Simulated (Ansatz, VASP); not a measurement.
## ZnO (zincite): VASP beside Ansatz

Aim: how closely do two programs agree when they are given the same cell, functional and k mesh? The cell is taken from a series of runs on this material, whose earlier steps may have relaxed, scaled, displaced or heated it; both programs get it as it stands.

Main program and level: Ansatz 0.2.0; plane waves, with VASP 6.6.1 beside it; zone-centre phonons at LDA.

## 1. The starting structure

It takes space group P6_3mc (No. 186, hexagonal). The conventional cell has a = 3.075 Å, b = 3.075 Å, c = 4.984 Å, α = 90.00°, β = 90.00°, γ = 120.00°. Nearest to O lie 4 Zn at 1.88 Å. Zn has 4 O at 1.88 Å nearest. Farther neighbours and most contacts between anions are not listed.

## 2. Ansatz: zone-centre phonons, LDA

Ansatz runs on its PAW soft_1 files.

Second derivatives magnify differences that forces hide, and they need a tight electronic threshold.

input.yaml reads:

```yaml
crystal:
  lattice:
    - [3.0745314022, 0.0, 0.0]
    - [-1.5372657011, 2.6626222991, 0.0]
    - [0.0, 0.0, 4.9840513968]
  atoms:
    - { symbol: O, position: [0.6666666667, 0.3333333333, 0.3781857747] }
    - { symbol: O, position: [0.3333333333, 0.6666666667, 0.8781857747] }
    - { symbol: Zn, position: [0.3333333333, 0.6666666667, 0.5008242253] }
    - { symbol: Zn, position: [0.6666666667, 0.3333333333, 0.0008242253] }
kpoints:
  mp_grid: { grid: [15, 15, 10] }
hamiltonian:
  xc: lda
  pseudopotentials: { kind: paw, azcp: { folder: soft_1 }, xc_functional: pbe }
scf:
  occupations: { method: fixed }
output:
  eigenvalues: true
phonons:
  method: dfpt
  dielectric: true
  rigid_motions: translations
```

Command:

```sh
$ ansatz run input.yaml --threads 8 --pin off --max-ram 16384MiB --backend cpu --events-out ev --progress --plain --runs-dir out
```

Numbers of over 12 decimals in the logs are rounded to 6 here.

The program printed:

```text
Engine: ansatz 0.2.0, aarch64-unknown-linux-gnu
Pseudopotentials: kind: paw
Pseudopotential: O, paw, valence charge 6, recommended cutoff 420 eV (normal), soft_1/O.paw.azcp
Pseudopotential: Zn, paw, valence charge 12, recommended cutoff 420 eV (normal), soft_1/Zn.paw.azcp
Functional definition: SPW92
  exchange = slater_x
  correlation = pw_c
Crystal: 4 atoms, lattice volume = 40.801 Å³
Basis set: ecut = 420 eV, 785 PW (Γ), exchange–correlation on 48×48×72 points (8 copies of the dense FFT grid, shifted against one another)
Bands: 22, of which v1, the nominal top of the filled ones, is band 18 counted from 1 (17 counted from 0)
Symmetry: 12 space group operations
k-points: 608 of 2250 (irreducible under 2 space group operations, time reversal used)
Non-local potential: O, projectors of the file, l = 0: 2, l = 1: 2, l = 2: 1
Non-local potential: Zn, projectors of the file, l = 0: 2, l = 1: 2, l = 2: 3, l = 3: 1
PAW form: soft (Blöchl's): semilocal exchange-correlation on the pseudo side does not see the compensation charge
PAW frozen core: O, regenerated for the run's functional, and the local potential with it (the file was generated under x = pbe(κ = 0.804, μ = 0.219515), c = pbe(β = 0.066725))
PAW frozen core: Zn, regenerated for the run's functional, and the local potential with it (the file was generated under x = pbe(κ = 0.804, μ = 0.219515), c = pbe(β = 0.066725))
PAW one-centre angular grid: O, 110 points (default); XC on 64 Gauss nodes
PAW one-centre angular grid: Zn, 590 points (default); XC on 64 Gauss nodes
Initial density: superposition of atomic densities (chi_scale 0.1, normalization cell, long waves kept (reshape's long-wave potential 0.00 eV rms))
Initial wavefunctions: pseudopotential atomic-orbital guess
Functional: x = slater, c = lda
SCF iter   1: F=—  HF=-7604.559077 eV  |F-HF|=—  |Δ(HF+E_count)|=         —  Δρ=1.12e-1  dr2=2.79e0  ethr=3.10e-3  ⟨swp⟩=4.9  Hψ=64428  notcnv=0  defer=1144
preconditioner: auto → none  [insulator: Δε(μ)=1.694 eV  Ē_g=14.910 eV  n_scr=10 (ndim 8)  ℏωp=34.9 eV  f_vac=0.000  ε∞_Penn≈6.5]
SCF iter   2: F=—  HF=-7603.877758 eV  |F-HF|=—  |Δ(HF+E_count)|=   6.81e-1  Δρ=3.89e-2  dr2=3.14e-1  ethr=3.10e-3  ⟨swp⟩=3.0  Hψ=31545  notcnv=0  defer=1198
SCF iter   3: F=—  HF=-7603.677534 eV  |F-HF|=—  |Δ(HF+E_count)|=   2.00e-1  Δρ=1.81e-2  dr2=6.09e-2  ethr=8.72e-4  ⟨swp⟩=2.0  Hψ=29399  notcnv=0  defer=997
SCF iter   4: F=—  HF=-7603.678380 eV  |F-HF|=—  |Δ(HF+E_count)|=   8.46e-4  Δρ=5.61e-3  dr2=1.02e-2  ethr=1.69e-4  ⟨swp⟩=2.2  Hψ=24320  notcnv=0  defer=1210
SCF iter   5: F=—  HF=-7603.678806 eV  |F-HF|=—  |Δ(HF+E_count)|=   4.26e-4  Δρ=2.73e-3  dr2=1.22e-3  ethr=2.84e-5  ⟨swp⟩=3.0  Hψ=30188  notcnv=0  defer=1216
SCF iter   6: F=—  HF=-7603.679861 eV  |F-HF|=—  |Δ(HF+E_count)|=   1.06e-3  Δρ=1.23e-3  dr2=3.44e-4  ethr=3.38e-6  ⟨swp⟩=2.0  Hψ=24321  notcnv=0  defer=1216
SCF iter   7: F=—  HF=-7603.679749 eV  |F-HF|=—  |Δ(HF+E_count)|=   1.13e-4  Δρ=1.97e-4  dr2=9.12e-6  ethr=9.56e-7  ⟨swp⟩=2.0  Hψ=22147  notcnv=0  defer=1177
SCF iter   8: F=—  HF=-7603.679746 eV  |F-HF|=—  |Δ(HF+E_count)|=   2.50e-6  Δρ=2.11e-5  dr2=9.33e-8  ethr=2.53e-8  ⟨swp⟩=2.0  Hψ=23069  notcnv=0  defer=39
SCF iter   9: F=—  HF=-7603.679746 eV  |F-HF|=—  |Δ(HF+E_count)|=   1.85e-7  Δρ=1.77e-6  dr2=5.54e-10  ethr=2.59e-10  ⟨swp⟩=2.0  Hψ=22752  notcnv=0  defer=9
SCF iter  10: F=-7603.679746 eV  HF=-7603.679746 eV  |F-HF|=9.09e-12  |Δ(HF+E_count)|=  1.98e-10  Δρ=1.83e-7  dr2=6.42e-12  ethr=1.00e-12  ⟨swp⟩=8.0  Hψ=90971  notcnv=0
SCF 1 converged in 10 iterations: F = -7603.679746 eV  dr2 = 6.42e-12
  greatest PAW one-centre occupation: 0.988 electrons in one spin orbital (limit 2), on the Zn atom at site 3 (counted from 0), in its partial waves of l = 2
NSCF: frozen V_eff on 4 k-points
DFPT response loops at Γ: preconditioner auto → Resta (q_TF=auto, 2.672 Å⁻¹)  ε∞=7.9 (no band partly filled); β = 1.00, the filter's whole step (`scf.mixing.beta` (0.50) is not read by the response loops at its default; to damp them type it under 1.00, their step now; it binds the ground state too); Broyden in place of MSR1
── the response to a field inside a basis, on 16×16×10 k-points: an SCF that follows is theirs, and a resumed run solves both again ──
Bands: 19, of which v1, the nominal top of the filled ones, is band 18 counted from 1 (17 counted from 0)
k-points: 360 of 2560 (irreducible under 4 space group operations, time reversal used)
Initial density: handed on by an earlier stage of this run
Initial wavefunctions: pseudopotential atomic-orbital guess (no wavefunctions were taken with the density)
Eigensolver: Dense (360 Hₖ)
SCF iter   1: F=—  HF=-7603.682518 eV  |F-HF|=—  |Δ(HF+E_count)|=         —  Δρ=7.14e-4  dr2=3.32e-5  ethr=1.00e-1
preconditioner: auto → none  [insulator: Δε(μ)=1.140 eV  Ē_g=11.196 eV  n_scr=10 (ndim 8)  ℏωp=34.9 eV  f_vac=0.014  ε∞_Penn≈10.7]
SCF iter   2: F=—  HF=-7603.682509 eV  |F-HF|=—  |Δ(HF+E_count)|=   8.44e-6  Δρ=3.83e-4  dr2=1.95e-5  ethr=9.23e-8
SCF iter   3: F=—  HF=-7603.682512 eV  |F-HF|=—  |Δ(HF+E_count)|=   2.56e-6  Δρ=2.34e-4  dr2=1.32e-5  ethr=5.42e-8
SCF iter   4: F=-7603.682507 eV  HF=-7603.682507 eV  |F-HF|=1.18e-9  |Δ(HF+E_count)|=   5.01e-6  Δρ=1.50e-5  dr2=2.33e-8  ethr=3.68e-8
SCF 1 converged in 4 iterations: F = -7603.682507 eV  dr2 = 2.33e-8
DFPT response loops at Γ: preconditioner auto → Resta (q_TF=auto, 2.672 Å⁻¹)  ε∞=7.3 (no band partly filled); β = 1.00, the filter's whole step (`scf.mixing.beta` (0.50) is not read by the response loops at its default; to damp them type it under 1.00, their step now; it binds the ground state too); Broyden in place of MSR1
SCF converged after 10 iterations
Free energy (F): -7603.679746 eV
Harris-Foulkes:  -7603.679746 eV  (|F-HF|=9.09e-12)
Internal energy: -7603.679746 eV  (E = F + TS)
E sigma→0 (E₀):  -7603.679746 eV
Fermi energy:    9.265832 eV
--- Per-component energies (eV) ---
  E_band       = 115.901388
  E_kinetic    = 639.880656
  E_local      = -4209.486720  (includes V_loc(G=0)·N_el)
  E_nonlocal   = 1765.123399
  E_hartree    = 1574.958781
  E_xc         = -298.214159
  E_vxc        = -286.756651  (∫ρ·V_xc dr)
  E_paw        = -3960.164916  (= ΣΔE_a)
  E_vpaw       = -942.777785  (= ΣTr[D̂ρ^β])
  E_aug_tail   = 0.001019  (compensation charges beyond the density's cutoff)
  E_ewald      = -3119.085935
  E_core_change = 3.308130  (= ΣΔE_core)
  E_smearing   = -0.000000  (= −TS)
  E_closure    = 0.000000  (closes the sum)
  Σ components = -7603.679746   (vs F -7603.679746, Δ=0.00e0)
--- Band table (eV; the first three rows and the last of 608) ---
  k-point 0: bands = [... 14 lower, 8.2651, 9.1217, 9.2658, 9.2658, 10.2155, 14.9537, 17.7709, 22.8170]
  k-point 1: bands = [... 14 lower, 8.2896, 8.8784, 9.2417, 9.2417, 10.4936, 14.8499, 17.8571, 22.8139]
  k-point 2: bands = [... 14 lower, 8.3609, 8.4206, 9.1711, 9.1711, 11.0460, 14.5597, 18.1039, 22.4804]
  k-point 607: bands = [... 14 lower, 6.0197, 6.2709, 7.7970, 7.9338, 15.1614, 16.8519, 18.1761, 18.6873]
--- Phonons (Γ-DFPT): 4 representative perturbations + reference, on 608 of 2250 k-points (Σ response iterations 15) ---
  k mesh reduced under 2 symmetry operations, with k and −k counted as one. Each operation leaves every solved perturbation unchanged. A smaller set is not considered because the run solves the response to a homogeneous field
  ASR residual: 5.382e-5 → 0.000e0 eV/Å²; symmetrization residual: 3.764e-6 eV/Å²
  ASR residual per site (eV/Å²): 7.03e-6 7.03e-6 5.38e-5 5.38e-5
  Γ frequencies (cm⁻¹): 0.00 0.00 0.00 58.86 58.86 284.62 482.92 496.44 496.44 535.92 535.92 642.39
  ε∞ (high-frequency dielectric tensor):
        4.763294     0.000000     0.000000
        0.000000     4.763294     0.000000
        0.000000     0.000000     4.829730
  ε⁰ (static dielectric tensor: ions relaxed, cell fixed):
        7.861801     0.000000    -0.000000
        0.000000     7.861801    -0.000000
       -0.000000    -0.000000     8.302587
  ε⁰ − ε∞ (ionic part):
        3.098507     0.000000    -0.000000
        0.000000     3.098507    -0.000000
       -0.000000    -0.000000     3.472857
  softest optical mode at Γ: 58.86 cm⁻¹; the repairs (sum rule, projections) moved no ω² at Γ by more than (1.00 cm⁻¹)²
  Born effective charges Z* (e; rows j = field, columns β = displacement):
    site 0:
        -2.01726   -0.00000    0.00000
        -0.00000   -2.01726    0.00000
        -0.00000    0.00000   -2.07751
    site 1:
        -2.01726    0.00000   -0.00000
         0.00000   -2.01726   -0.00000
        -0.00000   -0.00000   -2.07751
    site 2:
         2.01726    0.00000   -0.00000
         0.00000    2.01726   -0.00000
         0.00000   -0.00000    2.07751
    site 3:
         2.01726   -0.00000   -0.00000
         0.00000    2.01726    0.00000
         0.00000    0.00000    2.07751
  Z* charge neutrality: 1.206e-3 e pre-enforcement
  solved inside a basis spanned on kpoints, on 16×16×10 k-points, its susceptibility summed on 24×24×14: ε∞ is read to err by 1.3e-2, Z* by 1.3e-2 e (field_mesh: kpoints solves on kpoints); Z* is corrected for what the basis lacks
  optical modes at Γ without the LO–TO term, one row a degenerate level:
      ω (cm⁻¹)  modes    IR ((D/Å)²/amu)
         58.86      2             0.0000
        284.62      1             0.0000
        482.92      1            15.4937
[...]
optical modes at Γ + LO–TO along q̂ = [1.0000, 0.0000, 0.0000]:
      ω (cm⁻¹)  modes    IR ((D/Å)²/amu)
[...]
optical modes at Γ + LO–TO along q̂ = [0.0000, 1.0000, 0.0000]:
      ω (cm⁻¹)  modes    IR ((D/Å)²/amu)
[...]
637.78      1            14.6080
        642.39      1             0.0000
  optical modes at Γ + LO–TO along q̂ = [0.0000, 0.0000, 1.0000]:
      ω (cm⁻¹)  modes    IR ((D/Å)²/amu)
         58.86      2             0.0000
        284.62      1             0.0000
        496.44      2            29.2160
        535.92      2             0.0000
        633.17      1            15.4937
        642.39      1             0.0000
```

(Continued in part 2 of 3.)

[Lines on the potential files, build, host, timing and source positions are cut from VASP's logs without a mark.]

[Logs are printed without paths, hosts, clocks, repeated set-up lines and the standing remarks that a program may print on its own settings, such as how far it seeks lower states.]

[Hosts, paths, dates, database ids (printed as entryN), source tags and the programs' standing remarks are cut or masked in the printed files.]
